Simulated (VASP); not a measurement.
Here is the system:

```
Pd
1.0
    0.00000     1.84364     1.84364
    1.84364     0.00000     1.84364
    1.84364     1.84364     0.00000
Pd
1
Direct
  0.00000   0.00000   0.00000
```

All values below come from PBEsol GGA, VASP's PBE PAW potentials (set 64) (plane waves; VASP). Run with 500 eV cut-off, 17×17×17 Γ-centred mesh, first-order Methfessel-Paxton smearing of 0.10 eV, potentials Pd.

### Question
Estimate the energy per atom (σ→0), pressure, band gap (on the k-mesh) with the smallest direct gap where there is one.

### Answer

```json
{
  "band gap (on the k-mesh)": "none (metal, semimetal or under 0.01 eV)",
  "energy per atom (σ→0)": "-5.716 eV/atom",
  "pressure": "448.3 kbar"
}
```

Total energies compare only between runs with the same potentials, cut-off and functional.

The compound is Pd in the fcc structure. It was relaxed first under an external pressure of 45 GPa.
